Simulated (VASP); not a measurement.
Method: AM05 GGA, VASP's PBE PAW potentials (set 64) (plane waves; VASP).

The input files of a VASP run:

### INCAR
```
! general
SYSTEM  =  KCl
PREC    =  Accurate
ENCUT   =  520
LREAL   =  .FALSE.
LASPH   =  .TRUE.
ICHARG  =  11

! electronic loop
EDIFF   =  1E-7
NELM    =  100
ALGO    =  Normal

! smearing
ISMEAR  =  0
SIGMA   =  0.05

! functional
GGA     =  AM

! output
LWAVE   =  .FALSE.
LCHARG  =  .FALSE.
LORBIT  =  11
```

### KPOINTS
```
k-points along high-symmetry lines
15
Line-mode
Reciprocal
  0.000000   0.000000   0.000000 ! GAMMA
  0.500000   0.000000   0.500000 ! X

  0.500000   0.000000   0.500000 ! X
  0.625000   0.250000   0.625000 ! U

  0.375000   0.375000   0.750000 ! K
  0.000000   0.000000   0.000000 ! GAMMA

  0.000000   0.000000   0.000000 ! GAMMA
  0.500000   0.500000   0.500000 ! L

  0.500000   0.500000   0.500000 ! L
  0.500000   0.250000   0.750000 ! W

  0.500000   0.250000   0.750000 ! W
  0.500000   0.000000   0.500000 ! X
```

File POSCAR:
```
KCl
1
    0.0000000000     3.1761305468     3.1761305468
    3.1761305468     0.0000000000     3.1761305468
    3.1761305468     3.1761305468     0.0000000000
K Cl
1 1
Direct
  0.0000000000   0.0000000000   0.0000000000
  0.5000000000   0.5000000000   0.5000000000
```

POTCAR, in this order: K_sv Cl (PBE.64 set). Program: vasp_std. Read from the step before: CHGCAR.

The resulting files:

OSZICAR:
```
       N       E                     dE             d eps       ncg     rms          rms(c)
DAV:   1     0.106461840889E+03    0.10646E+03   -0.73305E+03  2160   0.119E+03
DAV:   2     0.844221289772E+00   -0.10562E+03   -0.97173E+02  2612   0.275E+02
DAV:   3    -0.607600381592E+01   -0.69202E+01   -0.68779E+01  2792   0.651E+01
DAV:   4    -0.636525951566E+01   -0.28926E+00   -0.28897E+00  3920   0.119E+01
DAV:   5    -0.636698499579E+01   -0.17255E-02   -0.17254E-02  2784   0.879E-01
DAV:   6    -0.636704075515E+01   -0.55759E-04   -0.55759E-04  3216   0.113E-01
DAV:   7    -0.636704142835E+01   -0.67320E-06   -0.67317E-06  3076   0.155E-02
DAV:   8    -0.636704144265E+01   -0.14301E-07   -0.14324E-07  2632   0.210E-03
   1 F= -.63670414E+01 E0= -.63670414E+01  d E =-.240944E-17
```

**OUTCAR**
```
 val. band max:       -1.9108685127   @ k =   0.0000   0.0000   0.0000

 cond. band min:       3.2409697998   @ k =   0.0000   0.0000   0.0000



 k-point     1 :       0.0000    0.0000    0.0000
  band No.  band energies     occupation
      1     -29.0454      2.00000
      2     -13.9326      2.00000
      3     -12.6109      2.00000
      4     -12.6109      2.00000
      5     -12.6109      2.00000
      6      -1.9109      2.00000
      7      -1.9109      2.00000
      8      -1.9109      2.00000
      9       3.2410      0.00000
     10       6.4578      0.00000
     11       6.4578      0.00000
     12       6.4578      0.00000

 k-point     2 :       0.0357    0.0000    0.0357
  band No.  band energies     occupation
      1     -29.0452      2.00000
      2     -13.9361      2.00000
      3     -12.6115      2.00000
      4     -12.6115      2.00000
      5     -12.6056      2.00000
      6      -1.9358      2.00000
      7      -1.9145      2.00000
      8      -1.9145      2.00000
      9       3.2826      0.00000
     10       6.4200      0.00000
     11       6.4901      0.00000
     12       6.4901      0.00000

 k-point     3 :       0.0714    0.0000    0.0714
  band No.  band energies     occupation
      1     -29.0448      2.00000
      2     -13.9458      2.00000
      3     -12.6133      2.00000
      4     -12.6133      2.00000
      5     -12.5910      2.00000
      6      -2.0055      2.00000
      7      -1.9249      2.00000
      8      -1.9249      2.00000
      9       3.4021      0.00000
     10       6.3137      0.00000
     11       6.5865      0.00000
     12       6.5865      0.00000

 k-point     4 :       0.1071    0.0000    0.1071
  band No.  band energies     occupation
      1     -29.0440      2.00000
      2     -13.9590      2.00000
      3     -12.6163      2.00000
      4     -12.6163      2.00000
      5     -12.5709      2.00000
      6      -2.1064      2.00000
      7      -1.9413      2.00000
...
```

The density is held fixed in this step, so its total energy and stress have no physical meaning.

The compound is KCl in the rock salt structure. It was relaxed first.
